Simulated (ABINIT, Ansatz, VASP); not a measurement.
## Code comparison for Pb (Fm-3m, 1 atom in the cell)

Self-consistent single point.

```
CELL_PARAMETERS angstrom
      0.00000     2.47500     2.47500
      2.47500     0.00000     2.47500
      2.47500     2.47500     0.00000
ATOMIC_POSITIONS crystal
  Pb 0.00000 0.00000 0.00000
```

Shared settings, as Ansatz (a quantum-chemistry and plane-wave program) writes them: kpoints.mp_grid.grid = 9 9 9; magnetization.spin_orbit = true; scf.occupations.method = fermi_dirac; scf.occupations.width = 0.1 eV. Potentials and cutoffs stand in the table.

| code | model | pressure (GPa) | cutoff |
|---|---|---|---|
| Ansatz | PBE with spin-orbit coupling, default PAW files | 2.22 | default |
| ABINIT | PBE, spin-orbit coupling, norm-conserving pseudopotentials (PseudoDojo nc-fr-04 PBE standard) | 2.33 | 28 Ha |
| VASP | PBE, spin-orbit coupling, VASP's PBE PAW potentials (set 64) | 1.60 | 300 eV |

The spread over the programs that give each value: pressure within 0.73 GPa.

Ansatz's pressure is given at a fixed set of plane waves, as the other plane-wave codes print theirs.

VASP's run is marked for a possible Pulay error in its stress at this cutoff; no cutoff test was made.

The starting cell has typed, rounded lattice constants, without a prior relaxation at this level.

Left out of this page: Quantum ESPRESSO and SIESTA (not drawn, or without a comparable value); Elk and FLEUR (with a known weakness of the program).

Keys are those of Ansatz 0.2.
